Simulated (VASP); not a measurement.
Method: PBE GGA, VASP's PBE PAW potentials (set 64) (plane waves; VASP).

VASP input:

### INCAR
```
ALGO = Normal
EDIFF = 1E-6
ENCUT = 520
GGA = PE
ISIF = 2
ISMEAR = 1
LASPH = .TRUE.
LCHARG = .FALSE.
LMAXMIX = 4
LREAL = .FALSE.
LWAVE = .FALSE.
NELM = 100
PREC = Accurate
SIGMA = 0.1
SYSTEM = In
```

### POSCAR
```
In
1
   -1.6575000000     1.6575000000     2.5245000000
    1.6575000000    -1.6575000000     2.5245000000
    1.6575000000     1.6575000000    -2.5245000000
In
1
Direct
  0.0000000000   0.0000000000   0.0000000000
```

### KPOINTS
```
Automatic mesh
0
gamma
  14 14 14
```

POTCAR, in this order: In (PBE.64 set). Program: vasp_std.

Question: What will the output report for the number of irreducible k-points (NKPTS), number of bands (NBANDS), largest plane-wave count, number of space-group operations, FFT grid (NGX, NGY, NGZ)?

Answer: 
| Item | Value |
|---|---|
| number of irreducible k-points (NKPTS) | 244 |
| number of bands (NBANDS) | 5 |
| largest plane-wave count | 761 |
| number of space-group operations | 16 |
| FFT grid (NGX, NGY, NGZ) | 28 × 28 × 28 |

The compound is In in the bct structure. The cell was not relaxed at this level. The run is one of a series of settings (ENCUT = 520, POTCAR In (PBE.64 set) against the base run), some of them coarse on purpose.
